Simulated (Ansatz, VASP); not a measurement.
## K2TeCl6: VASP beside Ansatz

One calculation is typed for both programs; each brings its own data sets. How far apart do they land? The cell is taken from a series of runs on this material, whose earlier steps may have relaxed, scaled, displaced or heated it; both programs get it as it stands.

Method: plane waves, with VASP 6.6.1 beside it; G0W0 gap at LDA, in Ansatz 0.2.0.

### 1. Starting point

Symmetry: Fm-3m, No. 225, cubic system. Conventional cell: a = 10.140 Å, b = 10.140 Å, c = 10.140 Å, α = 90.00°, β = 90.00°, γ = 90.00°. K has 12 Cl at 3.59 Å and 4 Te at 4.39 Å nearest. Nearest to Te lie 6 Cl at 2.53 Å and 8 K at 4.39 Å. Nearest to Cl lie 1 Te at 2.53 Å and 4 K at 3.59 Å. Farther neighbours and most contacts between anions are not listed.

Coordinates:

```
K Te Cl
1.0
     0.00000    5.06997    5.06997
     5.06997    0.00000    5.06997
     5.06997    5.06997    0.00000
K Te Cl
2 1 6
Direct
  0.25000 0.25000 0.25000
  0.75000 0.75000 0.75000
  0.00000 0.00000 0.00000
  0.25000 0.25000 0.75000
  0.75000 0.75000 0.25000
  0.25000 0.75000 0.25000
  0.25000 0.75000 0.75000
  0.75000 0.25000 0.75000
  0.75000 0.25000 0.25000
```

### 2. VASP: G0W0 gap, LDA

Quasiparticle shifts depend on high empty states and on the cores, so they are the hardest test of two PAW sets.

Lines of VASP's logs that name or quote its potential files are left out, and so is its time.

The run reads the wave functions of an earlier VASP run, which isn't shown here.

INCAR reads:

```
SYSTEM = K2TeCl6
PREC = Accurate
ENCUT = 300
ISMEAR = 0
SIGMA = 0.01
LREAL = .FALSE.
GGA = CA
NBANDS = 538
ALGO = EVGW0
NELMGW = 1
ENCUTGW = 90
NOMEGA = 64
PRECFOCK = Fast
NBANDSGW = 41
LWAVE = .FALSE.
LCHARG = .FALSE.
```

POSCAR reads:

```
K2TeCl6
1.0
    0.0000000000      5.0699704141      5.0699704141
    5.0699704141      0.0000000000      5.0699704141
    5.0699704141      5.0699704141      0.0000000000
K Te Cl
2 1 6
Direct
    0.2500000000      0.2500000000      0.2500000000
    0.7500000000      0.7500000000      0.7500000000
    0.0000000000      0.0000000000      0.0000000000
    0.2500000000      0.2500000000      0.7500000000
    0.7500000000      0.7500000000      0.2500000000
    0.2500000000      0.7500000000      0.2500000000
    0.2500000000      0.7500000000      0.7500000000
    0.7500000000      0.2500000000      0.7500000000
    0.7500000000      0.2500000000      0.2500000000
```

KPOINTS reads:

```
Automatic mesh
0
Gamma
2 2 2
0 0 0
```

PAW data sets: K_sv_GW, Te_GW and Cl_GW (LDA family, release 64).

Run with:

```
export OMP_NUM_THREADS=3
mpirun -np 1 vasp_std
```

Numbers of over 12 decimals in the logs are rounded to 6 here.

The log of the run:

```text
[banner, memory and clock lines left out]
running    1 mpi-ranks, on    1 nodes
 distrk:  each k-point on    1 cores,    1 groups
 distr:  one band on    1 cores,    1 groups
 Offloading initialized ...    1 GPUs detected
 POSCAR found type information on POSCAR K TeCl
 POSCAR found :  3 types and       9 ions
|                                                                             |
|           W    W    AA    RRRRR   N    N  II  N    N   GGGG   !!!           |
|           W    W   A  A   R    R  NN   N  II  NN   N  G    G  !!!           |
|           W    W  A    A  R    R  N N  N  II  N N  N  G       !!!           |
|           W WW W  AAAAAA  RRRRR   N  N N  II  N  N N  G  GGG   !            |
|           WW  WW  A    A  R   R   N   NN  II  N   NN  G    G                |
|           W    W  A    A  R    R  N    N  II  N    N   GGGG   !!!           |
|                                                                             |
|     The default for ENCUTGWSOFT is different in this version of VASP.       |
|     please manually set ENCUTGWSOFT =90 in the INCAR file.                  |
|                                                                             |

 LDA part: xc-table for (Slater(with rela. corr.)+CA(PZ))
 , standard interpolation
 found WAVECAR, reading the header
 POSCAR, INCAR and KPOINTS ok, starting setup
 FFT: planning ... GRIDC
 FFT: planning ... GRID_SOFT
 FFT: planning ... GRID
 reading WAVECAR
 the WAVECAR file was read successfully
 initial charge from wavefunction
 available memory per node:   1647.98 GB, setting MAXMEM to   1687528

 The Fermi energy was updated, please check that it is located mid-gap
 values below the HOMO (VB) or above the LUMO (CB) will cause erroneous energies
 E-fermi :   2.1167

 calculate exact exchange contribution
 the WAVEDER file was read successfully
energies w=
    0.000    0.000    0.739    0.000    1.475    0.000    2.209    0.000
    2.938    0.000    3.661    0.000    4.376    0.000    5.084    0.000
    5.782    0.000    6.472    0.000    7.151    0.000    7.822    0.000
    8.483    0.000    9.136    0.000    9.780    0.000   10.417    0.000
   11.047    0.000   11.672    0.000   12.291    0.000   12.907    0.000
   13.521    0.000   14.133    0.000   14.745    0.000   15.359    0.000
   15.976    0.000   16.598    0.000   17.225    0.000   17.861    0.000
   18.506    0.000   19.164    0.000   19.835    0.000   20.523    0.000
   21.230    0.000   21.959    0.000   22.714    0.000   23.497    0.000
   24.313    0.000   25.167    0.000   26.064    0.000   27.009    0.000
   28.010    0.000   29.074    0.000   30.212    0.000   31.433    0.000
   32.751    0.000   34.181    0.000   35.742    0.000   37.457    0.000
   39.354    0.000   41.467    0.000   43.839    0.000   46.526    0.000
   49.600    0.000   53.153    0.000   57.312    0.000   62.248    0.000
   68.205    0.000   75.534    0.000   84.768    0.000   96.755    0.000
  112.920    0.000  135.877    0.000  170.980    0.000  231.188    0.000
 responsefunction array rank=     531
 LDA part: xc-table for (Slater(with rela. corr.)+CA(PZ))
 , standard interpolation

 min. memory requirement per mpi rank    938.0 MB, per node    938.0 MB

 allocating  64 responsefunctions rank=   531
 shmem allocating  64 responsefunctions rank=   531
 response function shared by NCSHMEM nodes    1
 Doing            64  frequencies on each core in blocks of            64
NQ=   1    0.0000    0.0000    0.0000,
|.........|.........|.........|.........|.........|.........|.........|.........
 performed        398000 updates of chi_q(r,r)
 total number of BLAS operations        899.99 Gflops
NQ=   2    0.5000    0.0000    0.0000,
|.........|.........|.........|.........|.........|.........|.........|.........
 performed       1017000 updates of chi_q(r,r)
 total number of BLAS operations       2149.06 Gflops
NQ=   3    0.5000    0.5000    0.0000,
|.........|.........|.........|.........|.........|.........|.........|.........
 performed       1592000 updates of chi_q(r,r)
 total number of BLAS operations       3263.43 Gflops
 resolving degeneracies of screened two electron integrals

 calculate QP shifts <psi_nk| G(iteration)W_0 |psi_nk>: iteration 1
 entering main loop
```

From OUTCAR (step 2):

```text
ion  position               nearest neighbor table
   1  0.250  0.250  0.250-
   2  0.750  0.750  0.750-
   3  0.000  0.000  0.000-   4 2.53   5 2.53   6 2.53   7 2.53   8 2.53   9 2.53
   4  0.250  0.250  0.750-   3 2.53
   5  0.750  0.750  0.250-   3 2.53
   6  0.250  0.750  0.250-   3 2.53
   7  0.250  0.750  0.750-   3 2.53
   8  0.750  0.250  0.750-   3 2.53
   9  0.750  0.250  0.250-   3 2.53

  LATTYP: Found a face centered cubic cell.
 ALAT       =    10.1399408282

 Subroutine GETGRP returns: Found 48 space group operations
 (whereof 48 operations were pure point group operations)

The static configuration has the point symmetry O_h .

 Found      3 irreducible k-points:

   k-points           NKPTS =      3   k-points in BZ     NKDIM =      8   number of bands    NBANDS=    538

   dimension x,y,z NGX =    42 NGY =   42 NGZ =   42
   dimension x,y,z NGXF=    84 NGYF=   84 NGZF=   84

   ENCUT  =  300.0 eV  22.05 Ry    4.70 a.u.  10.13 10.13 10.13*2*pi/ulx,y,z

   NELECT =      66.0000    total number of electrons

  energy-cutoff  :      300.00
  volume of cell :      260.64
      direct lattice vectors                 reciprocal lattice vectors
     0.000000000  5.069970414  5.069970414    -0.098619905  0.098619905  0.098619905
     5.069970414  0.000000000  5.069970414     0.098619905 -0.098619905  0.098619905
     5.069970414  5.069970414  0.000000000     0.098619905  0.098619905 -0.098619905

 k-points in reciprocal lattice and weights: Automatic mesh
   0.00000000  0.00000000  0.00000000       0.125
   0.50000000  0.00000000  0.00000000       0.500
   0.50000000  0.50000000  0.00000000       0.375

 E-fermi :   2.1167

 QP shifts <psi_nk| G(iteration)W_0 |psi_nk>: iteration 1
 for sc-GW calculations column KS-energies equals QP-energies in previous step
 and V_xc(KS)=  KS-energies - (<T + V_ion + V_H > + <T+V_H+V_ion>^1  + <V_x>^1)
 k-point   1 :       0.0000    0.0000    0.0000
  band No.  KS-energies  QP-energies   sigma(KS)   V_xc(KS)     V^pw_x(r,r')   Z            occupation Imag(sigma)
    ...
     30      -0.2820      -0.8689     -13.9415     -13.1695     -15.4763       0.7603       2.0000       0.0825
     31       0.0954      -0.9085     -16.0767     -14.7161     -18.9299       0.7379       2.0000       0.1226
     32       0.0954      -0.9085     -16.0767     -14.7161     -18.9299       0.7379       2.0000       0.1226
     33       0.0954      -0.9085     -16.0767     -14.7161     -18.9299       0.7379       2.0000       0.1226
     34       3.7446       4.9141     -10.9492     -12.4619      -8.0572       0.7731       0.0000      -0.0784
     35       3.7446       4.9141     -10.9492     -12.4619      -8.0572       0.7731       0.0000      -0.0784
     36       3.7446       4.9141     -10.9492     -12.4619      -8.0572       0.7731       0.0000      -0.0784
     37       5.0096       5.9225      -6.5739      -7.6882      -3.1967       0.8193       0.0000      -0.0897
    ...

 k-point   2 :       0.5000    0.0000    0.0000
  band No.  KS-energies  QP-energies   sigma(KS)   V_xc(KS)     V^pw_x(r,r')   Z            occupation Imag(sigma)
    ...
     30      -0.2522      -1.2422     -15.7931     -14.4505     -18.5911       0.7374       2.0000       0.1255
     31      -0.2522      -1.2422     -15.7931     -14.4505     -18.5911       0.7374       2.0000       0.1255
     32      -0.2256      -1.2628     -15.8043     -14.3953     -18.7113       0.7361       2.0000       0.1288
     33       0.6731       0.1597     -14.8319     -14.1560     -16.2555       0.7596       2.0000       0.0724
     34       3.2929       4.3943     -10.3958     -11.8078      -7.5314       0.7800       0.0000      -0.0753
     35       4.4703       5.7278     -11.8068     -13.4520      -8.8471       0.7643       0.0000      -0.0875
     36       4.4703       5.7278     -11.8068     -13.4520      -8.8471       0.7643       0.0000      -0.0875
     37       6.5498       7.5938      -7.1480      -8.4388      -3.6649       0.8088       0.0000      -0.0987
    ...

 k-point   3 :       0.5000    0.5000    0.0000
  band No.  KS-energies  QP-energies   sigma(KS)   V_xc(KS)     V^pw_x(r,r')   Z            occupation Imag(sigma)
    ...
     30      -0.5765      -1.5679     -15.4881     -14.1284     -18.4004       0.7291       2.0000       0.1400
     31      -0.5765      -1.5679     -15.4881     -14.1284     -18.4004       0.7291       2.0000       0.1400
     32       0.0778      -0.9249     -16.0401     -14.6799     -18.8887       0.7372       2.0000       0.1229
     33       0.9404       0.4599     -15.1310     -14.4989     -16.5155       0.7601       2.0000       0.0696
     34       4.1349       5.3441     -11.3876     -12.9605      -8.4641       0.7688       0.0000      -0.0831
     35       4.1349       5.3441     -11.3876     -12.9605      -8.4641       0.7688       0.0000      -0.0831
     36       4.3950       5.6393     -11.5531     -13.1737      -8.5814       0.7678       0.0000      -0.0871
     37       6.9939       8.1160      -7.7741      -9.1751      -4.3225       0.8009       0.0000      -0.1013
    ...
```

(Part 1 of 2 ends here.)

[Lines on the potential files, build, host, timing and source positions are cut from VASP's logs without a mark.]

[Logs are printed without paths, hosts, clocks, repeated set-up lines and the standing remarks that a program may print on its own settings, such as how far it seeks lower states.]

[Hosts, paths, dates, database ids (printed as entryN), source tags and the programs' standing remarks are cut or masked in the printed files.]
